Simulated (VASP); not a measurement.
All values below come from PBE GGA, VASP's PBE PAW potentials (set 64) (plane waves; VASP).

The input files of a VASP run:

KPOINTS:
```
Regular mesh
0
gamma
  6 6 3
0 0 0
```

File POSCAR:
```
CdS
13.6297990
  0.1539300794  -0.2666147052   0.0000000000
  0.1539300794   0.2666147052   0.0000000000
  0.0000000000   0.0000000000   0.4999999954
Cd S
2 2
Cart
  0.1539300794  -0.0888717462   0.2500014797
  0.1539300794   0.0888717462   0.0000014819
  0.1539300794  -0.0888717462   0.4384985140
  0.1539300794   0.0888717462   0.1884985163
```

**INCAR**
```
LMAXMIX = 4   # l cut-off of mixed one-centre charges
EDIFF = 1E-7
PREC = Accurate
NFREE = 2
SYSTEM = CdS
LWAVE = F
ENCUT = 530   # plane-wave cut-off (eV)
LCHARG = F
POTIM = 0.015   # step
GGA = PE
LREAL = F   # projection in real space or not
NSW = 1   # most ionic steps
SIGMA = 0.05   # width (eV)
LASPH = T
ISMEAR = 0
NELM = 100   # most electronic steps
IBRION = 6
ISIF = 3   # ions, shape and volume
ALGO = Normal
```

POTCAR, in this order: Cd S (PBE.64 set). Program: vasp_std.

What VASP printed:

### OUTCAR
```


   1 f  =    8.498708 THz    53.398957 2PiTHz  283.486383 cm-1    35.147816 meV

   2 f  =    7.068725 THz    44.414109 2PiTHz  235.787284 cm-1    29.233884 meV

   3 f  =    7.068725 THz    44.414107 2PiTHz  235.787273 cm-1    29.233883 meV

   4 f  =    6.693900 THz    42.059015 2PiTHz  223.284477 cm-1    27.683734 meV

   5 f  =    6.693900 THz    42.059013 2PiTHz  223.284466 cm-1    27.683733 meV

   6 f  =    6.452872 THz    40.544588 2PiTHz  215.244630 cm-1    26.686921 meV

   7 f  =    3.881093 THz    24.385626 2PiTHz  129.459326 cm-1    16.050903 meV

   8 f  =    1.283544 THz     8.064742 2PiTHz   42.814405 cm-1     5.308307 meV

   9 f  =    1.283544 THz     8.064742 2PiTHz   42.814403 cm-1     5.308307 meV

  10 f/i=    0.001038 THz     0.006524 2PiTHz    0.034633 cm-1     0.004294 meV

  11 f/i=    0.001038 THz     0.006524 2PiTHz    0.034633 cm-1     0.004294 meV

  12 f/i=    0.002294 THz     0.014411 2PiTHz    0.076508 cm-1     0.009486 meV

 ELASTIC MODULI CONTR FROM IONIC RELAXATION (kBar)
 Direction    XX          YY          ZZ          XY          YZ          ZX
 --------------------------------------------------------------------------------
 XX        -271.4994    117.9268    151.8698     -0.0000     -0.0000     -0.0000
 YY         117.9268   -271.4993    151.8698     -0.0000      0.0000      0.0000
 ZZ         151.8698    151.8698   -300.3717      0.0000      0.0000      0.0000
 XY          -0.0000     -0.0000      0.0000   -194.7130     -0.0000     -0.0000
 YZ          -0.0000     -0.0000      0.0000     -0.0000    -74.2923      0.0000
 ZX          -0.0000      0.0000      0.0000     -0.0000      0.0000    -74.2923
 --------------------------------------------------------------------------------

 TOTAL ELASTIC MODULI (kBar)
 Direction    XX          YY          ZZ          XY          YZ          ZX
 --------------------------------------------------------------------------------
 XX         789.0014    460.8854    387.3141     -0.0000     -0.0000     -0.0000
 YY         460.8854    789.0012    387.3140     -0.0000      0.0000      0.0000
 ZZ         387.3141    387.3140    865.4008      0.0000      0.0000      0.0000
 XY          -0.0000     -0.0000      0.0000    164.0579     -0.0000     -0.0000
 YZ          -0.0000     -0.0000      0.0000     -0.0000    148.2919      0.0000
 ZX          -0.0000      0.0000      0.0000     -0.0000      0.0000    148.2919
 --------------------------------------------------------------------------------
```
(Selected blocks of OUTCAR.)

The compound is CdS in the wurtzite structure. It was relaxed first.
